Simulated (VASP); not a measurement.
An input for Quantum ESPRESSO's pw.x (written as the equivalent of a VASP run, and not itself run):

```
&CONTROL
  calculation = 'vc-relax'
  pseudo_dir = './pseudo'
  outdir = './out'
  tprnfor = .true.
  tstress = .true.
  nstep = 60
  forc_conv_thr = 0.00039
/
&SYSTEM
  ibrav = 0
  nat = 2
  ntyp = 2
  ecutwfc = 84
  occupations = 'smearing'
  smearing = 'gaussian'
  degauss = 0.003675
  input_dft = 'vdw-df-obk8'
/
&ELECTRONS
  conv_thr = 7.3e-08
  electron_maxstep = 100
/
&IONS
/
&CELL
/
ATOMIC_SPECIES
  B 10.810 B.upf
  As 74.922 As.upf
CELL_PARAMETERS angstrom
     0.0000000    2.3900000    2.3900000
     2.3900000    0.0000000    2.3900000
     2.3900000    2.3900000    0.0000000
ATOMIC_POSITIONS crystal
  B    0.0000000  0.0000000  0.0000000
  As   0.2500000  0.2500000  0.2500000
K_POINTS automatic
  9 9 9 0 0 0
```

Problem. Write the VASP files for the same calculation (optB88-vdW).

Solution. One answer among several that fit: 
**KPOINTS**
```
Automatic mesh
0
Gamma
9 9 9
0 0 0
```

File POSCAR:
```
BAs
1
    0.0000000000     2.3900000000     2.3900000000
    2.3900000000     0.0000000000     2.3900000000
    2.3900000000     2.3900000000     0.0000000000
B As
1 1
Direct
  0.0000000000   0.0000000000   0.0000000000
  0.2500000000   0.2500000000   0.2500000000
```

**INCAR**
```
AGGAC=0.0
ALGO=Normal
EDIFF=1E-6
EDIFFG=-0.01
ENCUT=520
GGA=BO
IBRION=2
ISIF=3
ISMEAR=0
LASPH=.True.
LCHARG=.False.
LMAXMIX=4
LREAL=.False.
LUSE_VDW=.True.
LWAVE=.False.
NELM=100
NSW=60
PARAM1=0.1833333333
PARAM2=0.22
PREC=Accurate
SIGMA=0.05
SYSTEM=BAs
```

POTCAR, in this order: B As (PBE.64 set). Program: vasp_std.

The two are equivalent in intent, not identical: the potentials are each code's own (VASP's PAW set, PseudoDojo norm-conserving files in pw.x), so ENCUT and ecutwfc are chosen apart and not converted; conv_thr bounds pw.x's estimated SCF error, while EDIFF bounds the energy change between steps; forc_conv_thr acts on force components and is met together with etot_conv_thr.

The compound is BAs in the zinc blende structure. This run relaxes it. Symmetry was kept, so distortions that lower it aren't found.
